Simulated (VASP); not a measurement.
Input:

```
Ni3Si
1.0
    3.47252     0.00000     0.00000
    0.00000     3.47252     0.00000
    0.00000     0.00000     3.47252
Si Ni
1 3
Direct
  0.00000   0.00000   0.00000
  0.00000   0.50000   0.50000
  0.50000   0.00000   0.50000
  0.50000   0.50000   0.00000
```

These are vdW-DF-cx, VASP's PBE PAW potentials (set 64) (plane waves; VASP) values and carry that method's errors. Run with 520 eV cut-off, 10×10×10 Γ-centred mesh, tetrahedra with Blöchl corrections, potentials Si Ni.

The cores are frozen, which limits the accuracy of field gradients.

Q: Give the principal components of the electric field gradient (V/Å²) and the asymmetry η at each nucleus.

A: 
```json
[
 {"atom": "Si1", "Vxx": "0.0", "Vyy": "0.0", "Vzz": "0.0", "η": "-"},
 {"atom": "Ni2", "Vxx": "22.1", "Vyy": "22.1", "Vzz": "-44.3", "η": "0.00"},
 {"atom": "Ni3", "Vxx": "22.1", "Vyy": "22.1", "Vzz": "-44.3", "η": "0.00"},
 {"atom": "Ni4", "Vxx": "22.1", "Vyy": "22.1", "Vzz": "-44.3", "η": "0.00"}
]
```

The compound is Ni3Si in the L1_2 structure. It was relaxed first. The run is not spin-polarised, so no magnetic state was tried.
